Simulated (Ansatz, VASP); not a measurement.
**Cross-check of SnSe2 between VASP and Ansatz**

One calculation is typed for both programs; each brings its own data sets and cutoff. How far apart do they land?

Program: Ansatz 0.2.0. Level of theory: plane waves, with VASP 6.6.1 beside it; relaxation of cell and atoms at PBE with D3(BJ). Results are calculated unless marked as measured.

### 1. The structure

It takes space group P-3m1 (No. 164, trigonal). The conventional cell has a = 3.811 Å, b = 3.811 Å, c = 6.136 Å, α = 90.00°, β = 90.00°, γ = 120.00°. Nearest to Sn lie 6 Se at 2.68 Å. Nearest to Se lie 3 Sn at 2.68 Å. Farther neighbours and most contacts between anions are not listed.

### 2. VASP: relaxation of cell and atoms, PBE with D3(BJ)

The relaxed volume is the usual yardstick between codes: its relative difference is about their pressure difference at one cell divided by the bulk modulus.

Lines of VASP's logs that name or quote its potential files are left out, and so is its time.

The input, INCAR:

```
SYSTEM = SnSe2
PREC = Accurate
ENCUT = 520
EDIFF = 1E-06
NELM = 100
ISMEAR = -1
SIGMA = 0.05
LREAL = .FALSE.
ALGO = Normal
GGA = PE
IVDW = 12
NBANDS = 19
LORBIT = 11
LWAVE = .FALSE.
LCHARG = .FALSE.
KPAR = 4
IBRION = 2
NSW = 60
ISIF = 3
EDIFFG = -0.01
```

The input, POSCAR:

```
SnSe2
1.0
    3.8110000000      0.0000000000      0.0000000000
   -1.9055000000      3.3004228138      0.0000000000
    0.0000000000      0.0000000000      6.1360000000
Sn Se
1 2
Direct
    0.0000000000      0.0000000000      0.0000000000
    0.3333333333      0.6666666667      0.2490000000
    0.6666666667      0.3333333333      0.7510000000
```

The input, KPOINTS:

```
Automatic mesh
0
Gamma
6 6 3
0 0 0
```

The projector-augmented-wave data sets are Sn_d and Se (PBE family, release 64).

The run is started by

```console
mpirun -np 4 vasp_std
```

Numbers of over 12 decimals in the logs are rounded to 6 here.

What it wrote:

```text
[banner, memory and clock lines left out]
running    4 mpi-ranks, on    1 nodes
 distrk:  each k-point on    1 cores,    4 groups
 distr:  one band on    1 cores,    1 groups

 POSCAR found type information on POSCAR SnSe
 POSCAR found :  2 types and       3 ions
 LDA part: xc-table for (Slater+PW92), standard interpolation
 POSCAR, INCAR and KPOINTS ok, starting setup
 FFT: planning ... GRIDC
 FFT: planning ... GRID_SOFT
 FFT: planning ... GRID
 WAVECAR not read
 entering main loop
       N       E                     dE             d eps       ncg     rms          rms(c)
DAV:   1     0.211697828324E+03    0.21170E+03   -0.12286E+04   664   0.157E+03
DAV:   2     0.129637910697E+02   -0.19873E+03   -0.19235E+03   673   0.399E+02
DAV:   3    -0.111310287924E+02   -0.24095E+02   -0.23663E+02   789   0.121E+02
DAV:   4    -0.119893689513E+02   -0.85834E+00   -0.85620E+00   771   0.239E+01
DAV:   5    -0.120101146055E+02   -0.20746E-01   -0.20742E-01   918   0.380E+00    0.523E+00
DAV:   6    -0.117493234810E+02    0.26079E+00   -0.51702E-01   978   0.794E+00    0.337E+00
DAV:   7    -0.117277703982E+02    0.21553E-01   -0.17771E-01   782   0.280E+00    0.100E+00
DAV:   8    -0.117275029379E+02    0.26746E-03   -0.13205E-02   810   0.121E+00    0.290E-01
DAV:   9    -0.117280313573E+02   -0.52842E-03   -0.15798E-03   734   0.310E-01    0.880E-02
DAV:  10    -0.117280420535E+02   -0.10696E-04   -0.11684E-04   909   0.830E-02    0.350E-02
DAV:  11    -0.117280758406E+02   -0.33787E-04   -0.45605E-05   691   0.388E-02    0.637E-03
DAV:  12    -0.117280768977E+02   -0.10571E-05   -0.23683E-06   715   0.121E-02    0.592E-03
DAV:  13    -0.117280775344E+02   -0.63669E-06   -0.24819E-06   582   0.997E-03
   1 F= -.12810913E+02 E0= -.12810890E+02  d E =-.128109E+02
[... from here on, the cycles between the ionic steps are left out ...]
   2 F= -.12829389E+02 E0= -.12829239E+02  d E =-.184756E-01
   3 F= -.12861957E+02 E0= -.12861899E+02  d E =-.510441E-01
   4 F= -.12861957E+02 E0= -.12861900E+02  d E =-.510439E-01
   5 F= -.12864994E+02 E0= -.12864926E+02  d E =-.303641E-02
   6 F= -.12866247E+02 E0= -.12866164E+02  d E =-.428923E-02
   7 F= -.12866322E+02 E0= -.12866234E+02  d E =-.436427E-02
   8 F= -.12867407E+02 E0= -.12867316E+02  d E =-.108570E-02
   9 F= -.12869762E+02 E0= -.12869655E+02  d E =-.344038E-02
  10 F= -.12870244E+02 E0= -.12870061E+02  d E =-.392244E-02
  11 F= -.12870767E+02 E0= -.12870629E+02  d E =-.444562E-02
  12 F= -.12871392E+02 E0= -.12871252E+02  d E =-.624724E-03
  13 F= -.12871775E+02 E0= -.12871629E+02  d E =-.100756E-02
 curvature:  -1.62 expect dE=-0.381E-04 dE for cont linesearch -0.323E-05
 ZBRENT: extrapolating
 opt :   0.6997  next Energy=   -12.871778 (dE=-0.101E-02)
 bond charge predicted
       N       E                     dE             d eps       ncg     rms          rms(c)
DAV:   1    -0.117935336407E+02    0.54977E-03   -0.18576E-03   825   0.517E-01    0.409E-02
DAV:   2    -0.117934902570E+02    0.43384E-04   -0.13155E-04   843   0.155E-01    0.213E-02
DAV:   3    -0.117934760381E+02    0.14219E-04   -0.36872E-05   837   0.860E-02    0.468E-03
DAV:   4    -0.117934764241E+02   -0.38600E-06   -0.28227E-06   569   0.143E-02
  14 F= -.12871777E+02 E0= -.12871631E+02  d E =-.101001E-02
 curvature:  -1.44 expect dE=-0.225E-04 dE for cont linesearch -0.872E-06
 trial: gam= 0.00883 g(F)=  0.503E-05 g(S)=  0.105E-04 ort =-0.859E-04 (trialstep = 0.355E+00)
 search vector abs. value=  0.150E-04
 reached required accuracy - stopping structural energy minimisation
```

Parts of OUTCAR (step 2):

```text
ion  position               nearest neighbor table
   1  0.000  0.000  0.000-   2 2.68   3 2.68   2 2.68   3 2.68   3 2.68   2 2.68
   2  0.333  0.667  0.249-   1 2.68   1 2.68   1 2.68
   3  0.667  0.333  0.751-   1 2.68   1 2.68   1 2.68

  LATTYP: Found a hexagonal cell.
 ALAT       =     3.8110000000
 C/A-ratio  =     1.6100760955

 Subroutine GETGRP returns: Found 12 space group operations
 (whereof 12 operations were pure point group operations)

The static configuration has the point symmetry D_3d.

 Found     17 irreducible k-points:

   k-points           NKPTS =     17   k-points in BZ     NKDIM =     17   number of bands    NBANDS=     19

   dimension x,y,z NGX =    28 NGY =   28 NGZ =   48
   dimension x,y,z NGXF=    56 NGYF=   56 NGZF=   96

   ENCUT  =  520.0 eV  38.22 Ry    6.18 a.u.   7.09  7.09 11.41*2*pi/ulx,y,z

   NELECT =      26.0000    total number of electrons

 k-points in reciprocal lattice and weights: Automatic mesh
   0.00000000  0.00000000  0.00000000       0.009
   0.16666667 -0.00000000  0.00000000       0.056
   0.33333333 -0.00000000  0.00000000       0.056
   0.50000000  0.00000000  0.00000000       0.028
   0.16666667  0.16666667  0.00000000       0.056
   0.33333333  0.16666667  0.00000000       0.111
   0.33333333  0.33333333  0.00000000       0.019
   0.00000000  0.00000000  0.33333333       0.019
   0.16666667 -0.00000000  0.33333333       0.056
[...]
-0.16666667  0.50000000  0.33333333       0.111
   0.33333333  0.33333333  0.33333333       0.037

 Edisp (eV)   -1.07769

 average (electrostatic) potential at core
       1-102.7094       2 -53.3984       3 -53.3984

 E-fermi :   4.4647

 k-point     1 :       0.0000    0.0000    0.0000
  band No.  band energies     occupation
    ...
      9       3.5867      2.00000
     10       3.5867      2.00000
     11       3.7830      2.00000
     12       3.7830      2.00000
     13       4.1324      1.99741
     14       5.0199      0.00003
     15       7.2119      0.00000
     16       8.7721      0.00000
     17       8.7721      0.00000
     18      12.3168      0.00000
    ...

 k-point     2 :       0.1667   -0.0000    0.0000
  band No.  band energies     occupation
    ...
      9       1.5808      2.00000
     10       2.6094      2.00000
     11       2.7700      2.00000
     12       4.0889      1.99891
     13       4.1671      1.99482
     14       6.2832      0.00000
     15       7.8345      0.00000
     16       8.8181      0.00000
     17       9.1296      0.00000
     18      11.3026      0.00000
    ...

 k-point     3 :       0.3333   -0.0000    0.0000
  band No.  band energies     occupation
    ...
      9       0.2184      2.00000
     10       1.2628      2.00000
     11       1.9692      2.00000
     12       3.4887      2.00000
     13       3.9978      1.99982
     14       5.6564      0.00000
     15       7.9843      0.00000
     16       9.3251      0.00000
     17       9.7609      0.00000
     18      10.5016      0.00000
    ...

 Edisp (eV)   -1.07830

  Total       0.01710     0.01710    -0.00839     0.00000     0.00000     0.00000
  in kB       0.35300     0.35300    -0.17318     0.00000     0.00000     0.00000
  external pressure =        0.18 kB  Pullay stress =        0.00 kB

  energy-cutoff  :      520.00
  volume of cell :       77.62
      direct lattice vectors                 reciprocal lattice vectors
     3.839231194 -0.000000000  0.000000000     0.260468815  0.150381741 -0.000000000
    -1.919615597  3.324871745  0.000000000     0.000000000  0.300763481 -0.000000000
    -0.000000000  0.000000000  6.080724394    -0.000000000 -0.000000000  0.164454091

 POSITION                                       TOTAL-FORCE (eV/Angst)
 -----------------------------------------------------------------------------------
      0.00000      0.00000      0.00000         0.000000      0.000000      0.000000
     -0.00000      2.21658      1.59308         0.000000     -0.000000     -0.007223
      1.91962      1.10829      4.48764        -0.000000      0.000000      0.007223
 -----------------------------------------------------------------------------------
    total drift:                               -0.000000      0.000000      0.000000

  FREE ENERGIE OF THE ION-ELECTRON SYSTEM (eV)
  ---------------------------------------------------
  free  energy   TOTEN  =       -12.8717772004 eV

  energy  without entropy=      -12.8714849687  energy(sigma->0) =      -12.87163108

 reached required accuracy - stopping structural energy minimisation

 total charge
# of ion       s       p       d       tot
------------------------------------------
    1        1.062   1.005  10.091  12.159
    2        1.486   2.302   0.027   3.815
    3        1.486   2.302   0.027   3.815
--------------------------------------------------
tot          4.035   5.609  10.145  19.789

[... 3 further parts left out ...]
```

CONTCAR:

```
SnSe2
   1.00000000000000
     3.8392311938834696   -0.0000000000000000    0.0000000000000000
    -1.9196155969417348    3.3248717448817664    0.0000000000000001
    -0.0000000000000001    0.0000000000000002    6.0807243943912210
  Sn              Se
     1     2
Direct
     0.0000000000000000    0.0000000000000000    0.0000000000000000
     0.3333333332999970    0.6666666667000030    0.2619888365264122
     0.6666666667000030    0.3333333332999970    0.7380111634735880
```

### 3. Ansatz: relaxation of cell and atoms, PBE with D3(BJ)

Ansatz runs on its default PAW (the set named soft_2) files.

The same cell, functional, mesh and smearing now go to Ansatz, which takes its cutoff from its data sets.

The input, input.yaml:

```yaml
crystal:
  lattice:
    - [3.811, 0.0, 0.0]
    - [-1.9055, 3.3004228138, 0.0]
    - [0.0, 0.0, 6.136]
  atoms:
    - { symbol: Sn, position: [0.0, 0.0, 0.0] }
    - { symbol: Se, position: [0.3333333333, 0.6666666667, 0.249] }
    - { symbol: Se, position: [0.6666666667, 0.3333333333, 0.751] }
hamiltonian:
  xc: pbe
  pseudopotentials: { kind: paw }
  dispersion: d3bj
kpoints:
  mp_grid: { grid: [6, 6, 3] }
scf:
  occupations: { method: fermi_dirac, width: 0.05 }
relax:
  f_tol: 0.01
  max_steps: 60
  cell: { stress_tol: 0.05 }
output:
  forces: true
  stress: true
  write_density: true
  write_potential: true
  elf: true
  volumetric_format: npy
```

The run is started by

```console
ansatz run input.yaml --threads 4 --pin off --max-ram 9216MiB --backend cpu --events-out ev --progress --plain --runs-dir out
```

What it wrote:

```text
Engine: ansatz 0.2.0, aarch64-unknown-linux-gnu
Pseudopotentials: kind: paw
Pseudopotential: Sn, paw, valence charge 14, recommended cutoff 420 eV (normal), Sn.paw.azcp
Pseudopotential: Se, paw, valence charge 16, recommended cutoff 420 eV (normal), Se.paw.azcp
Functional definition: PBE
  parameter kappa = 0.804
  parameter beta = 0.066725
  exchange = pbe_x(kappa = kappa, mu = beta*pi^2/3)
  correlation = pbe_c(beta = beta)
Crystal: 3 atoms, lattice volume = 77.178 Å³
Basis set: ecut = 420 eV, 1485 PW (Γ), exchange–correlation on 54×54×90 points (8 copies of the dense FFT grid, shifted against one another)
Bands: 28, of which v1, the nominal top of the filled ones, is band 23 counted from 1 (22 counted from 0)
Symmetry: 12 space group operations
Space group: P-3m1 (ITA 164), of the structure as read, at distance tolerance 4.3e-5 Å
k-points: 17 of 108
Non-local potential: Sn, projectors of the file, l = 0: 2, l = 1: 2, l = 2: 2, l = 3: 2
Non-local potential: Se, projectors of the file, l = 0: 2, l = 1: 2, l = 2: 3, l = 3: 1
PAW form: soft (Blöchl's): semilocal exchange-correlation on the pseudo side does not see the compensation charge
PAW one-centre angular grid: Sn, 590 points (default); XC on 64 Gauss nodes
PAW one-centre angular grid: Se, 590 points (default); XC on 64 Gauss nodes
Initial density: superposition of atomic densities (neutral atoms: chi_scale 0, normalization atom), corrected by the library's trained network
Initial wavefunctions: pseudopotential atomic-orbital guess
Functional: x = pbe(κ = 0.804, μ = 0.219515), c = pbe(β = 0.066725)
SCF iter   1: F=—  HF=-16964.342076 eV  |F-HF|=—  |Δ(HF+E_count)|=         —  Δρ=1.68e-3  dr2=3.14e-3  ethr=1.77e-3  ⟨swp⟩=6.5  Hψ=2124  notcnv=0
preconditioner: auto → Resta (q_TF=auto, 2.503 Å⁻¹)  ε∞=2.8  [insulator: Δε(μ)=0.794 eV  Ē_g=16.236 eV  σ=0.050 eV  W_gap=1.00  n_scr=22 (ndim 8)  ℏωp=21.6 eV  f_vac=0.080  D(μ)=0.00/eV (n_scr^D=0)  ε∞_Penn≈2.8]
SCF iter   2: F=—  HF=-16964.340703 eV  |F-HF|=—  |Δ(HF+E_count)|=   1.37e-3  Δρ=7.62e-4  dr2=3.01e-4  ethr=6.83e-6  ⟨swp⟩=2.8  Hψ=989  notcnv=0  defer=1
SCF iter   3: F=—  HF=-16964.340789 eV  |F-HF|=—  |Δ(HF+E_count)|=   8.62e-5  Δρ=3.50e-4  dr2=5.55e-5  ethr=6.54e-7  ⟨swp⟩=2.0  Hψ=851  notcnv=0  defer=1
SCF iter   4: F=—  HF=-16964.340819 eV  |F-HF|=—  |Δ(HF+E_count)|=   2.93e-5  Δρ=1.05e-4  dr2=5.84e-6  ethr=1.21e-7  ⟨swp⟩=2.0  Hψ=601  notcnv=0  defer=1
SCF iter   5: F=—  HF=-16964.340824 eV  |F-HF|=—  |Δ(HF+E_count)|=   5.50e-6  Δρ=2.11e-5  dr2=3.86e-7  ethr=1.27e-8  ⟨swp⟩=2.0  Hψ=604  notcnv=0  defer=1
SCF iter   6: F=-16964.340825 eV  HF=-16964.340825 eV  |F-HF|=4.40e-8  |Δ(HF+E_count)|=   4.73e-7  Δρ=6.92e-6  dr2=4.69e-8  ethr=2.17e-10  ⟨swp⟩=8.6  Hψ=3250  notcnv=0
SCF 1 converged in 6 iterations: F = -16964.340825 eV  dr2 = 4.69e-8
  greatest PAW one-centre occupation: 1.000 electrons in one spin orbital (limit 2), on the Se atom at site 2 (counted from 0), in its partial waves of l = 2
relax step   1: F+E_penalty+E_count = -16964.34082463 eV  Δ(F+E_penalty+E_count) = +0.000e0 eV  max|allowed force component| = 7.699e-1 eV/Å  Δτ_max = 0.0000 Å  P = +3.273 GPa  Ω = 77.178 Å³  (6 SCF iters, dr2 threshold 1.00e-7 eV, accepted)
[...]
relax step   2: F+E_penalty+E_count = -16964.22865154 eV  Δ(F+E_penalty+E_count) = +1.122e-1 eV  max|allowed force component| = 1.091e0 eV/Å  Δτ_max = 0.1993 Å  P = -3.174 GPa  Ω = 77.478 Å³  energy of the carried Pulay correction = -7.215e-5 eV  (6 SCF iters, dr2 threshold 3.00e-7 eV, rejected (line search))
[...]
relax step   3: F+E_penalty+E_count = -16964.39710236 eV  Δ(F+E_penalty+E_count) = -5.628e-2 eV  max|allowed force component| = 1.234e-1 eV/Å  Δτ_max = 0.0858 Å  P = -0.475 GPa  Ω = 77.871 Å³  energy of the carried Pulay correction = -1.661e-4 eV  (10 SCF iters, accepted)
[...]
relax step   4: F+E_penalty+E_count = -16964.39874426 eV  Δ(F+E_penalty+E_count) = -1.642e-3 eV  max|allowed force component| = 1.057e-2 eV/Å  Δτ_max = 0.0095 Å  P = -0.045 GPa  Ω = 77.720 Å³  energy of the carried Pulay correction = -1.301e-4 eV  (5 SCF iters, dr2 threshold 3.00e-7 eV, accepted)
[...]
relax step   5: F+E_penalty+E_count = -16964.39876717 eV  Δ(F+E_penalty+E_count) = -2.292e-5 eV  max|allowed force component| = 2.383e-5 eV/Å  Δτ_max = 0.0005 Å  P = -0.000 GPa  Ω = 77.686 Å³  energy of the carried Pulay correction = -1.218e-4 eV  (4 SCF iters, dr2 threshold 1.65e-8 eV, accepted)
[...]
relax step   6: F+E_penalty+E_count = -16964.39890097 eV  Δ(F+E_penalty+E_count) = -1.338e-4 eV  max|allowed force component| = 1.141e-4 eV/Å  Δτ_max = 0.0000 Å  P = -0.004 GPa  Ω = 77.686 Å³  stress off target by 1.28e-2 GPa  SCF on the basis re-selected at this cell (its energy is not comparable with the rows above)  (6 SCF iters)
basis re-selected at this cell: Δ(F+E_penalty+E_count) = -1.338e-4 eV, ΔP = -0.004 GPa vs the last step (what re-selecting the basis moved, of the pressure what is left beyond the Pulay correction that the steps carried, after the strain that the cell walked since its last selection, with what the two solves' SCF thresholds leave and, on support functions, any second-order correction that the steps lacked; it is no m [...]
SCF converged after 6 iterations
Free energy (F): -16964.398901 eV
Harris-Foulkes:  -16964.398901 eV  (|F-HF|=1.09e-11)
Internal energy: -16964.398647 eV  (E = F + TS)
E sigma→0 (E₀):  -16964.398774 eV
Entropy (-TS):   -0.000254 eV (-0.085 meV/atom)
Fermi energy:    8.372870 eV
--- Per-component energies (eV) ---
  E_band       = -859.527088
  E_kinetic    = 424.491434
  E_local      = -5942.971661  (includes V_loc(G=0)·N_el)
  E_nonlocal   = -1222.382324
  E_hartree    = 3048.647657
  E_xc         = -589.660479
  E_vxc        = -291.095696  (∫ρ·V_xc dr)
  E_paw        = -7963.706071  (= ΣΔE_a)
  E_vpaw       = 75.136904  (= ΣTr[D̂ρ^β])
  E_aug_tail   = -0.001204  (compensation charges beyond the density's cutoff)
  E_ewald      = -4717.738452
  E_disp       = -1.077546  (pairwise vdW)
  E_smearing   = -0.000254  (= −TS)
  E_closure    = 0.000000  (closes the sum)
  Σ components = -16964.398901   (vs F -16964.398901, Δ=0.00e0)
--- Forces (eV/Å), atoms counted from 1 ---
  atom   1  Sn     0.00000000    -0.00000000     0.00000000
  atom   2  Se    -0.00000000     0.00000000    -0.00011413
  atom   3  Se    -0.00000000    -0.00000000     0.00011413
  max |Σ_I F_I| component: 9.25e-18 eV/Å
--- Stress (GPa, compression-positive) ---
        0.000301      -0.000000      -0.000000
        0.000000       0.000301       0.000000
       -0.000000       0.000000      -0.012765
  P = ⅓ Tr σ = -0.0041 GPa (-0.041 kbar)
--- Band table (eV; the first three rows and the last of 17) ---
  k-point 0: bands = [... 19 lower, 7.4930, 7.6941, 7.6941, 8.0291, 8.9428, 11.1255, 12.6870, 12.6870, ... 1 higher]
  k-point 1: bands = [... 19 lower, 7.3754, 7.3754, 7.8722, 7.8722, 10.2392, 11.0737, 12.4303, 12.4303, ... 1 higher]
  k-point 2: bands = [... 19 lower, 6.5205, 6.6790, 7.9960, 8.0643, 10.1998, 11.7499, 12.7374, 13.0490, ... 1 higher]
  k-point 16: bands = [... 19 lower, 4.0676, 4.5178, 7.3921, 7.3921, 10.0003, 12.8937, 12.8937, 14.2560, ... 1 higher]
--- Relaxed structure (5 steps of the walk, 4 accepted, 1 SCFs on fresh bases) ---
  F+E_penalty+E_count = -16964.39890097 eV   max|allowed force component| = 1.141e-4 eV/Å   (the final SCF, on the basis selected at the relaxed cell)
  cell:  # Å, volume = 77.6856 Å³
    - [3.838517, 0, -2.8488406813611e-19]
    - [-1.919259, 3.324254, 1.424420340680558e-19]
    - [-4.586850281000042e-19, 0, 6.088117]
  atoms:
    - { symbol: Sn, position: [0, 0, 0.0] }
    - { symbol: Se, position: [0.333333, 0.666667, 0.261360] }
    - { symbol: Se, position: [0.666667, 0.333333, 0.738640] }
```

Run time: 4.1 s. Hardware: 4 threads of Arm Neoverse V2, shared host; peak memory 0.4 GiB.

### 4. Differences

Known differences besides the potentials themselves: both relaxations stop at a tolerance, which leaves soft axes loose, and VASP keeps its plane-wave basis; the data sets hold 46 valence electrons in Ansatz (default PAW (the set named soft_2) files) and 26 in VASP; the cutoff is 420 eV in Ansatz and 520 eV in VASP; VASP leaves aspherical gradient terms in its spheres out (LASPH is not set), Ansatz keeps them; Ansatz adds a Pulay correction to the stress that steers its cell, VASP none. Total energies have different zeros and are not compared.

The two programs side by side:

```tsv
quantity	Ansatz	VASP	difference
volume (Å³)	77.69	77.62	+0.08 %
edge a after relaxation, in the typed setting (Å)	3.838	3.839	-0.02 %
edge c after relaxation, in the typed setting (Å)	6.088	6.081	+0.12 %
```

The walks stopped with 0.00 GPa left in Ansatz and 0.02 GPa in VASP; each walk ends within a tolerance, so the volume difference is uncertain by about these residues over the bulk modulus, most in soft cells.

### 5. What came out

| Property | Result |
| --- | --- |
| difference in edge c after relaxation, in the typed setting (relaxation of cell and atoms, PBE with D3(BJ)) | 0.12 % |

The difference in edge c after relaxation, in the typed setting is 0.12 % (relaxation of cell and atoms, PBE with D3(BJ)), within the 1.2 % picked in this series as the mark of a large difference, as far as the stopping tolerances let one tell. How closely two codes agree says nothing of how well the functional describes the real material.

[Lines on the potential files, build, host, timing and source positions are cut from VASP's logs without a mark.]

[Logs are printed without paths, hosts, clocks, repeated set-up lines and the standing remarks that a program may print on its own settings, such as how far it seeks lower states.]

[Hosts, paths, dates, database ids (printed as entryN), source tags and the programs' standing remarks are cut or masked in the printed files.]
